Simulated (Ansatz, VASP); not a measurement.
## One calculation of LaHg, two programs

The input INCAR:

```
ALGO     = Normal         # electronic algorithm
EDIFF    = 1E-6           # SCF threshold, eV
ENCUT    = 520            # plane-wave cutoff, eV
GGA      = CA             # functional
ISIF     = 2              # what is computed and relaxed
ISMEAR   = -1             # smearing method
LASPH    = T              # aspherical terms in the spheres
LCHARG   = T              # write CHGCAR
LELF     = T              # ELF
LREAL    = F              # projectors in reciprocal space
LVHAR    = T            
LWAVE    = F              # write WAVECAR
NBANDS   = 18             # bands
NELM     = 80             # most SCF steps
PREC     = Accurate       # precision mode
SIGMA    = 0.08           # smearing width, eV
```

KPOINTS

```
k-points
0
Gamma
  11 11 11
```

File POSCAR:

```
LaHg
1.0
    3.8370000000      0.0191850000      0.0191850000
    0.0191850000      3.8370000000      0.0191850000
    0.0191850000      0.0191850000      3.8370000000
La Hg
1 1
Direct
    0.5000000000      0.5000000000      0.5000000000
    0.0000000000      0.0000000000      0.0000000000
```

Input for Ansatz:

```yaml
crystal:
  lattice:
    - [3.837, 0.019185, 0.019185]
    - [0.019185, 3.837, 0.019185]
    - [0.019185, 0.019185, 3.837]
  atoms:
    - { symbol: La, position: [0.5, 0.5, 0.5] }
    - { symbol: Hg, position: [0.0, 0.0, 0.0] }
kpoints:
  mp_grid: { grid: [11, 11, 11] }
  band_path:
    path:
      - [0.0, 0.0, 0.0]
      - [0.5, 0.5, 0.5]
      - [0.5098274679, 0.4901725321, 0.5]
      - [0.5, -0.4901725321, 0.4901725321]
      - [0.5, 0.0, 0.0]
      - [0.0, 0.0, 0.0]
      - [0.4950862661, -0.4950862661, 0.0]
      - [0.5049137339, 0.0, 0.4950862661]
      - [0.5, 0.0, 0.5]
    npoints: 5
scf:
  occupations: { method: fermi_dirac, width: 0.08 }
hamiltonian:
  xc: lda
  pseudopotentials: { kind: all_electron, lapw: { basis_error: 0.001 } }
output:
  forces: true
  stress: true
  eigenvalues: true
```

Change from the starting cell: equal xy, yz and zx shear strains of +1 %.

Alike in both runs: task single point; functional LDA; k mesh 11 × 11 × 11; occupations fermi-dirac, width 0.08 eV; no spin polarisation.

|  | VASP | Ansatz |
| --- | --- | --- |
| version | VASP 6.6.1 | Ansatz 0.2.0 |
| potentials or method | VASP PAW LDA potentials, release 64 (La, Hg) | all-electron LAPW, scalar-relativistic |
| plane-wave cutoff (eV) | 520 | see its input |

|  | VASP | Ansatz | Ansatz less VASP |
| --- | --- | --- | --- |
| pressure (GPa) | -1.7 | -1.9 | -0.15 |
| largest component of the traceless stress (GPa) | 0.23 | 0.22 | -0.009 |

Ansatz ran all-electron here, so the differences hold the error of VASP's frozen core and of both bases.

Spin-orbit coupling is left out, which matters for the levels of Hg, La.
